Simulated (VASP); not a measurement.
The input files of a VASP run:

### INCAR
```
SYSTEM = PtSe2
PREC = Accurate
ENCUT = 520
EDIFF = 1E-7
NELM = 100
ALGO = Normal
LREAL = .FALSE.
LASPH = .TRUE.
ISMEAR = -5
GGA = CX
LUSE_VDW = .TRUE.
AGGAC = 0.0
LMAXMIX = 6
LWAVE = .FALSE.
LCHARG = .TRUE.
LORBIT = 11
NEDOS = 601
ISIF = 2
LEFG = .TRUE.
```

KPOINTS:
```
Automatic mesh
0
Gamma
11 11 7
0 0 0
```

File POSCAR:
```
PtSe2
3.7726730
  0.4999999946  -0.8660254614   0.0000000000
  0.4999999946   0.8660254614   0.0000000000
  0.0000000000   0.0000000000   1.2915271653
Pt Se
1 2
direct
  0.0000000000   1.0000000000   0.0000000000
  0.3333330000   0.6666670000   0.2636036158
  0.6666670000   0.3333330000   0.7363963842
```

POTCAR, in this order: Pt Se (PBE.64 set). Program: vasp_std.

Question: Translate this vdW-DF-cx calculation to Quantum ESPRESSO's pw.x.

Answer: One equivalent input (not run):
```
&CONTROL
  calculation = 'scf'
  pseudo_dir = './pseudo'
  outdir = './out'
  tprnfor = .true.
  tstress = .true.
/
&SYSTEM
  ibrav = 0
  nat = 3
  ntyp = 2
  ecutwfc = 86
  occupations = 'tetrahedra'
  input_dft = 'vdw-df-cx'
/
&ELECTRONS
  conv_thr = 7.3e-09
  electron_maxstep = 100
/
ATOMIC_SPECIES
  Pt 195.084 Pt.upf
  Se 78.971 Se.upf
CELL_PARAMETERS angstrom
     1.8863365   -3.2672309    0.0000000
     1.8863365    3.2672309   -0.0000000
    -0.0000000   -0.0000000    4.8725097
ATOMIC_POSITIONS crystal
  Pt   0.0000000  1.0000000  0.0000000
  Se   0.3333330  0.6666670  0.2636036
  Se   0.6666670  0.3333330  0.7363964
K_POINTS automatic
  11 11 7 0 0 0
```
Limits of the translation: the potentials are each code's own (VASP's PAW set, PseudoDojo norm-conserving files in pw.x), so ENCUT and ecutwfc are chosen apart and not converted; conv_thr bounds pw.x's estimated SCF error, while EDIFF bounds the energy change between steps; the field gradients of LEFG aren't asked of the other code.

The compound is PtSe2 in the 1T layered structure. It was relaxed first.
